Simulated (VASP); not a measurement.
A run of VASP 6.6.1 is set up as follows.

The input INCAR:

```
SYSTEM = Co2PdO4
PREC = Accurate ; ENCUT = 520
EDIFF = 1E-7 ; ISMEAR = -1
SIGMA = 0.05 ; LREAL = .FALSE.
LASPH = .TRUE. ; NELM = 120
ALGO = Normal ; ISIF = 2
LWAVE = .FALSE. ; LCHARG = .FALSE.
ISPIN = 2 ; MAGMOM = 0 0 0 0 2 2 0
LORBIT = 11 ; LMAXMIX = 4
LDIPOL = .TRUE. ; IDIPOL = 3
DIPOL = 0.5 0.5 0.500 ; GGA = PE
NBANDS = 39
```

Contents of KPOINTS:

```
Automatic mesh
0
G
  11 11 1
  0 0 0
```

Contents of POSCAR:

```
Co2PdO4
1.0
    2.8449990154      0.0000000000      0.0000000000
   -1.4224995077      2.4638414211      0.0000000000
    0.0000000000      0.0000000000     22.9095160000
O Co Pd
4 2 1
Direct
    0.0000000000      0.0000000000      0.3273748778
    0.6666666667      0.3333333333      0.4124712194
    0.6666666667      0.3333333333      0.5875287806
    0.3333333333      0.6666666667      0.6726251222
    0.3333333333      0.6666666667      0.3699230486
    0.0000000000      0.0000000000      0.6300769514
    0.6666666667      0.3333333333      0.5000000000
```

Potentials or basis: VASP PAW PBE potentials, release 64 (O, Co, Pd).

Command:

```bash
$ cat potpaw_PBE.64/O/POTCAR potpaw_PBE.64/Co/POTCAR potpaw_PBE.64/Pd/POTCAR > POTCAR
$ mpirun -np 1 vasp_std > vasp.out
```

Q: Predict the band gap on the k mesh.

A: None (metal or under the smearing width).

Q: Estimate the net moment.

A: 0.98 μB per cell.

Forces in eV/Å, atoms in the order of the input:
```
O    0.000  0.000  1.226
O    0.000  0.000  0.094
O    0.000  0.000 -0.094
O    0.000  0.000 -1.226
Co   0.000  0.000 -1.380
Co   0.000  0.000  1.380
Pd   0.000  0.000  0.000
```

Caveat: semilocal functionals often make such compounds metallic where correlation or magnetic order opens a gap, which also shifts bond lengths.
